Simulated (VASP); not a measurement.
Computed with PBE GGA, VASP's PBE PAW potentials (set 64) (plane waves; VASP).

The input files of a VASP run:

**INCAR**
```
# general
SYSTEM   = PbSe
PREC     = Accurate
ENCUT    = 400
LREAL    = F
LASPH    = T
KSPACING = 0.2
KGAMMA   = T

# electronic loop
EDIFF    = 1E-6
NELM     = 100
ALGO     = Normal
LMAXMIX  = 4

# smearing
ISMEAR   = 0
SIGMA    = 0.05

# functional
GGA      = PE

# ions
ISIF     = 2

# output
LWAVE    = F
LCHARG   = F
```

**POSCAR**
```
PbSe
1
    0.0000000000     3.1212000000     3.1212000000
    3.1212000000     0.0000000000     3.1212000000
    3.1212000000     3.1212000000     0.0000000000
Pb Se
1 1
Direct
  0.0000000000   0.0000000000   0.0000000000
  0.5000000000   0.5000000000   0.5000000000
```

POTCAR, in this order: Pb_d Se (PBE.64 set). Program: vasp_std.

What VASP printed:

**OSZICAR**
```
       N       E                     dE             d eps       ncg     rms          rms(c)
DAV:   1     0.146945318955E+03    0.14695E+03   -0.83473E+03   980   0.118E+03
DAV:   2     0.337534747232E+01   -0.14357E+03   -0.13936E+03  1022   0.320E+02
DAV:   3    -0.827217349287E+01   -0.11648E+02   -0.11544E+02  1322   0.100E+02
DAV:   4    -0.851930440713E+01   -0.24713E+00   -0.24699E+00  1036   0.179E+01
DAV:   5    -0.852815474978E+01   -0.88503E-02   -0.88502E-02  1344   0.317E+00    0.271E+00
DAV:   6    -0.819771699803E+01    0.33044E+00   -0.90891E-01  1368   0.715E+00    0.147E+00
DAV:   7    -0.819403830939E+01    0.36787E-02   -0.13569E-01  1068   0.199E+00    0.836E-01
DAV:   8    -0.819779716183E+01   -0.37589E-02   -0.15199E-02  1082   0.156E+00    0.176E-01
DAV:   9    -0.819726512515E+01    0.53204E-03   -0.29734E-03  1426   0.586E-01    0.649E-02
DAV:  10    -0.819736445009E+01   -0.99325E-04   -0.25125E-04  1070   0.123E-01    0.210E-02
DAV:  11    -0.819737209480E+01   -0.76447E-05   -0.68102E-05  1182   0.958E-02    0.628E-03
DAV:  12    -0.819737237747E+01   -0.28267E-06   -0.39983E-06  1214   0.162E-02
   1 F= -.81973724E+01 E0= -.81973724E+01  d E =-.860230E-14
```

**OUTCAR**
```
------------------------ aborting loop because EDIFF is reached ----------------------------------------
  FORCE on cell =-STRESS in cart. coord.  units (eV):
  Direction    XX          YY          ZZ          XY          YZ          ZX
  --------------------------------------------------------------------------------------
  Total       -0.2242900     -0.2242900     -0.2242900     -0.0000000     -0.0000000      0.0000000
  in kB       -5.9091597     -5.9091597     -5.9091597     -0.0000000     -0.0000000      0.0000000
  external PRESSURE =      -5.9091597 kB  Pullay stress =       0.0000000 kB
  volume of cell :       60.81
      direct lattice vectors                 reciprocal lattice vectors
     0.000000000  3.121200000  3.121200000    -0.160194797  0.160194797  0.160194797
     3.121200000  0.000000000  3.121200000     0.160194797 -0.160194797  0.160194797
     3.121200000  3.121200000  0.000000000     0.160194797  0.160194797 -0.160194797
  FREE ENERGIE OF THE ION-ELECTRON SYSTEM (eV)
  ---------------------------------------------------
  free  energy   TOTEN  =        -8.1973723775 eV

  energy  without entropy=       -8.1973723775  energy(sigma->0) =       -8.19737238
```
(Selected blocks of OUTCAR.)

The compound is PbSe in the rock salt structure. The cell was not relaxed at this level. The run is one of a series of settings (KGAMMA = .TRUE., KSPACING = 0.2, KPOINTS file removed against the base run), some of them coarse on purpose.
